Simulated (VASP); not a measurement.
Input:

```
Nd
1.0
    0.00000     2.57631     2.57631
    2.57631     0.00000     2.57631
    2.57631     2.57631     0.00000
Nd
1
Cartesian
  0.00000   0.00000   0.00000
```

All values below come from r2SCAN meta-GGA, VASP's PBE PAW potentials (set 64) (plane waves; VASP). Settings: 400 eV cut-off, 11×11×11 Γ-centred mesh, first-order Methfessel-Paxton smearing of 0.10 eV, potentials Nd_3.

The 4f electrons are frozen in the core of the lanthanide potential, so 4f levels, which can set the real gap, and their magnetism are missing. Energy and stress use the plane-wave basis of the starting cell.

### Question
The ions, cell shape and volume are relaxed. Predict the relaxed structure.

### Answer

```
Nd
1.0
    0.00000     2.61043     2.61043
    2.61043     0.00000     2.61043
    2.61043     2.61043     0.00000
Nd
1
Direct
  0.00000   0.00000   0.00000
```
Space group Fm-3m (225), at a tolerance of 0.03 Å.

### Question
How do energy and volume change from the first to the last step?

### Answer
The energy (σ→0) changes by -6.0 meV/atom and the volume by +4.0 %, in 5 ionic steps.

```csv
step,E(σ→0) (eV),max force (eV/Å),pressure (GPa),volume (Å³)
1,-29.3944,0.000,0.91,34.20
2,-29.3999,0.000,0.39,35.17
3,-29.4002,0.000,0.19,35.37
4,-29.4003,0.000,-0.19,35.78
5,-29.4004,0.000,0.00,35.58
```

The structure was generated: Nd was put into the fcc type (Fm-3m), which need not be its known phase. This run relaxes it. Symmetry was kept, so distortions that lower it aren't found.
